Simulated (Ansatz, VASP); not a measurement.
## Cross-check of Cd2Sn between VASP and Ansatz

Wanted: the spread between two codes on one cell, functional and k mesh. The cell is generated by rule, not measured, and may not be a known phase. Of the first pair: The cell is taken from a series of runs on this material, whose earlier steps may have relaxed, scaled, displaced or heated it; both programs get it as it stands.

Main program and level: Ansatz 0.2.0; plane waves, with VASP 6.6.1 beside it; relaxation of cell and atoms at PBEsol.

**1. Starting point**

It takes space group Pn-3m (No. 224, cubic). Conventional cell: a = 6.213 Å, b = 6.213 Å, c = 6.213 Å, α = 90.00°, β = 90.00°, γ = 90.00°. Sn has 4 Cd at 2.69 Å nearest. Nearest to Cd lie 2 Sn at 2.69 Å. Farther neighbours are not listed.

Coordinates:

```cif
data_structure
_symmetry_space_group_name_H-M 'Pn-3m:1'
_symmetry_Int_Tables_number 224
_cell_length_a 6.2132
_cell_length_b 6.2132
_cell_length_c 6.2132
_cell_angle_alpha 90.000
_cell_angle_beta 90.000
_cell_angle_gamma 90.000
_cell_volume 239.85
loop_
_atom_site_label
_atom_site_type_symbol
_atom_site_symmetry_multiplicity
_atom_site_Wyckoff_symbol
_atom_site_fract_x
_atom_site_fract_y
_atom_site_fract_z
_atom_site_occupancy
Sn1 Sn 2 a 0.00000 0.00000 0.00000 1
Cd1 Cd 4 b 0.25000 0.25000 0.25000 1
```

**2. VASP: relaxation of cell and atoms, PBEsol, pair 1**

The relaxed volume is the usual yardstick between codes: in a stiff, nearly cubic crystal its relative difference is about their pressure difference at one cell divided by the bulk modulus.

Lines of VASP's logs that name or quote its potential files are left out, and so is its time.

File INCAR:

```
SYSTEM = Cd2Sn
PREC = Accurate
ENCUT = 500
EDIFF = 1E-07
NELM = 120
ISMEAR = 0
SIGMA = 0.02
LREAL = .FALSE.
ALGO = Normal
GGA = PS
NBANDS = 47
LORBIT = 11
LWAVE = .FALSE.
LCHARG = .FALSE.
ISIF = 3
IBRION = 2
NSW = 80
EDIFFG = -0.005
LASPH = .TRUE.
GGA_COMPAT = .FALSE.
NELMIN = 4
EFERMI = MIDGAP
KPAR = 2
```

File POSCAR:

```
Cd2Sn
1.0
    6.2131580000      0.0000000000      0.0000000000
    0.0000000000      6.2131580000      0.0000000000
    0.0000000000      0.0000000000      6.2131580000
Sn Cd
2 4
Direct
    0.0000000000      0.0000000000      0.0000000000
    0.5000000000      0.5000000000      0.5000000000
    0.2500000805      0.2500000805      0.2500000805
    0.7500000805      0.7500000805      0.2500000805
    0.7500000805      0.2500000805      0.7500000805
    0.2500000805      0.7500000805      0.7500000805
```

File KPOINTS:

```
Automatic mesh
0
Gamma
4 4 4
0 0 0
```

Potentials, in the order of the species: Sn_d and Cd (PBE family, release 64).

Command:

```console
mpirun -np 2 vasp_std
```

Numbers of over 12 decimals in the logs are rounded to 6 here.

The program printed:

```text
[banner, memory and clock lines left out]
running    2 mpi-ranks, on    1 nodes
 distrk:  each k-point on    1 cores,    2 groups
 distr:  one band on    1 cores,    1 groups

 POSCAR found type information on POSCAR SnCd
 POSCAR found :  2 types and       6 ions
|                                                                             |
|               ----> ADVICE to this user running VASP <----                  |
|                                                                             |
|     You enforced a specific xc type in the INCAR file but a different       |
|     [... a line on the potential file left out ...]
|     I HOPE YOU KNOW WHAT YOU ARE DOING!                                     |
|                                                                             |

 LDA part: xc-table for (Slater+PW92), standard interpolation
 POSCAR, INCAR and KPOINTS ok, starting setup
 FFT: planning ... GRIDC
 FFT: planning ... GRID_SOFT
 FFT: planning ... GRID
 WAVECAR not read
 entering main loop
       N       E                     dE             d eps       ncg     rms          rms(c)
DAV:   1     0.705104805111E+03    0.70510E+03   -0.35576E+04  1029   0.171E+03
DAV:   2     0.641114695955E+02   -0.64099E+03   -0.62208E+03   940   0.533E+02
DAV:   3    -0.918592752785E+01   -0.73297E+02   -0.72282E+02  1059   0.157E+02
DAV:   4    -0.121034646921E+02   -0.29175E+01   -0.29157E+01  1038   0.325E+01
DAV:   5    -0.121927897967E+02   -0.89325E-01   -0.89323E-01  1351   0.569E+00    0.679E+00
DAV:   6    -0.111588608311E+02    0.10339E+01   -0.20026E+00  1078   0.900E+00    0.412E+00
DAV:   7    -0.110083875442E+02    0.15047E+00   -0.84334E-01  1088   0.322E+00    0.142E+00
DAV:   8    -0.110015898788E+02    0.67977E-02   -0.68847E-02  1026   0.212E+00    0.584E-01
DAV:   9    -0.110020050407E+02   -0.41516E-03   -0.99396E-03  1024   0.640E-01    0.186E-01
DAV:  10    -0.110017735893E+02    0.23145E-03   -0.26858E-03  1071   0.329E-01    0.610E-02
DAV:  11    -0.110018377988E+02   -0.64210E-04   -0.20975E-04  1156   0.606E-02    0.185E-02
DAV:  12    -0.110018454032E+02   -0.76044E-05   -0.71432E-05  1191   0.432E-02    0.741E-03
DAV:  13    -0.110018430658E+02    0.23374E-05   -0.12612E-05  1127   0.258E-02    0.206E-03
DAV:  14    -0.110018431170E+02   -0.51208E-07   -0.24984E-06  1074   0.787E-03    0.197E-03
DAV:  15    -0.110018431196E+02   -0.26121E-08   -0.19689E-07   763   0.308E-03
   1 F= -.11001843E+02 E0= -.11001843E+02  d E =-.110018E+02
 curvature:   0.00 expect dE= 0.000E+00 dE for cont linesearch  0.000E+00
 trial: gam= 0.00000 g(F)=  0.158E-41 g(S)=  0.438E-03 ort = 0.000E+00 (trialstep = 0.100E+01)
 search vector abs. value=  0.438E-03
 bond charge predicted
       N       E                     dE             d eps       ncg     rms          rms(c)
DAV:   1    -0.110120820682E+02   -0.10239E-01   -0.21603E-01  1111   0.407E+00    0.688E-01
DAV:   2    -0.110032500907E+02    0.88320E-02   -0.24705E-02  1080   0.135E+00    0.216E-01
DAV:   3    -0.110022962269E+02    0.95386E-03   -0.21594E-03  1140   0.359E-01    0.159E-01
DAV:   4    -0.110020779357E+02    0.21829E-03   -0.32699E-04  1152   0.124E-01    0.157E-02
DAV:   5    -0.110020729317E+02    0.50040E-05   -0.27858E-05  1018   0.361E-02    0.815E-03
DAV:   6    -0.110020711638E+02    0.17679E-05   -0.36921E-06  1051   0.134E-02    0.544E-03
DAV:   7    -0.110020710261E+02    0.13774E-06   -0.12743E-06   972   0.630E-03    0.101E-03
DAV:   8    -0.110020708702E+02    0.15581E-06   -0.68803E-08   558   0.185E-03    0.437E-04
DAV:   9    -0.110020709066E+02   -0.36325E-07   -0.21576E-08   533   0.966E-04
   2 F= -.11002071E+02 E0= -.11002071E+02  d E =-.227787E-03
 trial-energy change:   -0.000228  1 .order   -0.000231   -0.000438   -0.000024
 step:   1.0615(harm=  1.0585)  dis= 0.00000  next Energy=   -11.002072 (dE=-0.229E-03)
 reached required accuracy - stopping structural energy minimisation
```

From OUTCAR (step 2):

```text
ion  position               nearest neighbor table
   1  0.000  0.000  0.000-   4 2.69   5 2.69   6 2.69   3 2.69
   2  0.500  0.500  0.500-   3 2.69   4 2.69   5 2.69   6 2.69
   3  0.250  0.250  0.250-   2 2.69   1 2.69
   4  0.750  0.750  0.250-   1 2.69   2 2.69
   5  0.750  0.250  0.750-   1 2.69   2 2.69
   6  0.250  0.750  0.750-   1 2.69   2 2.69

  LATTYP: Found a simple cubic cell.
 ALAT       =     6.2131580000

 Subroutine GETGRP returns: Found 48 space group operations
 (whereof 24 operations were pure point group operations)

The static configuration has the point symmetry T_d .
 The point group associated with its full space group is O_h .

 Found     10 irreducible k-points:

   k-points           NKPTS =     10   k-points in BZ     NKDIM =     10   number of bands    NBANDS=     47

   dimension x,y,z NGX =    48 NGY =   48 NGZ =   48
   dimension x,y,z NGXF=    96 NGYF=   96 NGZF=   96

   ENCUT  =  500.0 eV  36.75 Ry    6.06 a.u.  11.33 11.33 11.33*2*pi/ulx,y,z

   NELECT =      76.0000    total number of electrons

 k-points in reciprocal lattice and weights: Automatic mesh
   0.00000000  0.00000000  0.00000000       0.016
   0.25000000  0.00000000  0.00000000       0.094
   0.50000000  0.00000000  0.00000000       0.047
   0.25000000  0.25000000  0.00000000       0.188
   0.50000000  0.25000000  0.00000000       0.188
   0.50000000  0.50000000  0.00000000       0.047
   0.25000000  0.25000000  0.25000000       0.125
   0.50000000  0.25000000  0.25000000       0.188
   0.50000000  0.50000000  0.25000000       0.094
   0.50000000  0.50000000  0.50000000       0.016

 average (electrostatic) potential at core
       1-105.1560       2-105.1560       3 -40.8094       4 -40.8094       5 -40.8094
       6 -40.8094

 E-fermi :   0.8960

 k-point     1 :       0.0000    0.0000    0.0000
  band No.  band energies     occupation
    ...
     34      -1.9113      2.00000
     35      -1.9113      2.00000
     36       0.3995      2.00000
     37       0.3995      2.00000
     38       0.3995      2.00000
     39       1.2950      0.00000
     40       1.3106      0.00000
     41       1.3106      0.00000
     42       4.5098      0.00000
     43       4.5098      0.00000
    ...

 k-point     2 :       0.2500    0.0000    0.0000
  band No.  band energies     occupation
    ...
     34      -1.8562      2.00000
     35      -1.8562      2.00000
     36      -0.7465      2.00000
     37       0.3234      2.00000
     38       0.3234      2.00000
     39       1.5804      0.00000
     40       2.1423      0.00000
     41       2.6379      0.00000
     42       3.5556      0.00000
     43       3.8065      0.00000
    ...

 k-point     3 :       0.5000    0.0000    0.0000
  band No.  band energies     occupation
    ...
     34      -1.7949      2.00000
     35      -1.7561      2.00000
     36      -1.7561      2.00000
     37       0.2268      2.00000
     38       0.2268      2.00000
     39       2.3629      0.00000
     40       2.3629      0.00000
     41       3.8253      0.00000
     42       3.8253      0.00000
     43       3.8664      0.00000
    ...

  Total        0.0074504      0.0074504      0.0074504      0.0000000      0.0000000     -0.0000000
  in kB        0.0496069      0.0496069      0.0496069      0.0000000      0.0000000     -0.0000000
  external PRESSURE =       0.0496069 kB  Pullay stress =       0.0000000 kB

  energy-cutoff  :      500.00
  volume of cell :      240.63
      direct lattice vectors                 reciprocal lattice vectors
     6.219887409 -0.000000000 -0.000000000     0.160774614 -0.000000000 -0.000000000
     0.000000000  6.219887409 -0.000000000     0.000000000  0.160774614 -0.000000000
     0.000000000  0.000000000  6.219887409     0.000000000  0.000000000  0.160774614

 POSITION                                       TOTAL-FORCE (eV/Angst)
 -----------------------------------------------------------------------------------
      6.21989      6.21989      6.21989        -0.000000     -0.000000      0.000000
      3.10994      3.10994      3.10994        -0.000000     -0.000000      0.000000
      1.55497      1.55497      1.55497         0.000000      0.000000     -0.000000
      4.66492      4.66492      1.55497        -0.000000     -0.000000     -0.000000
      4.66492      1.55497      4.66492        -0.000000      0.000000     -0.000000
      1.55497      4.66492      4.66492         0.000000      0.000000      0.000000
 -----------------------------------------------------------------------------------
    total drift:                               -0.000780     -0.000780     -0.000780

  FREE ENERGIE OF THE ION-ELECTRON SYSTEM (eV)
  ---------------------------------------------------
  free  energy   TOTEN  =       -11.0020709066 eV

  energy  without entropy=      -11.0020709066  energy(sigma->0) =      -11.00207091

 reached required accuracy - stopping structural energy minimisation

 total charge
# of ion       s       p       d       tot
------------------------------------------
    1        1.145   1.300   9.952  12.397
    2        1.145   1.300   9.952  12.397
    3        0.616   0.219   9.492  10.327
    4        0.616   0.219   9.492  10.327
    5        0.616   0.219   9.492  10.327
    6        0.616   0.219   9.492  10.327
--------------------------------------------------
tot          4.753   3.477  57.872  66.102

[... 3 further parts left out ...]
```

CONTCAR:

```
Cd2Sn
   1.00000000000000
     6.2198874088283871   -0.0000000000000000   -0.0000000000000000
     0.0000000000000000    6.2198874088283871   -0.0000000000000000
     0.0000000000000000    0.0000000000000000    6.2198874088283871
  Sn              Cd
     2     4
Direct
     1.0000000000000000    1.0000000000000000    1.0000000000000000
     0.5000000000000000    0.5000000000000000    0.5000000000000000
     0.2500000805000013    0.2500000805000013    0.2500000805000013
     0.7500000805000013    0.7500000805000013    0.2500000805000013
     0.7500000805000013    0.2500000805000013    0.7500000805000013
     0.2500000805000013    0.7500000805000013    0.7500000805000013
```

[end of part 1 of 2]

[Lines on the potential files, build, host, timing and source positions are cut from VASP's logs without a mark.]

[Logs are printed without paths, hosts, clocks, repeated set-up lines and the standing remarks that a program may print on its own settings, such as how far it seeks lower states.]

[Hosts, paths, dates, database ids (printed as entryN), source tags and the programs' standing remarks are cut or masked in the printed files.]
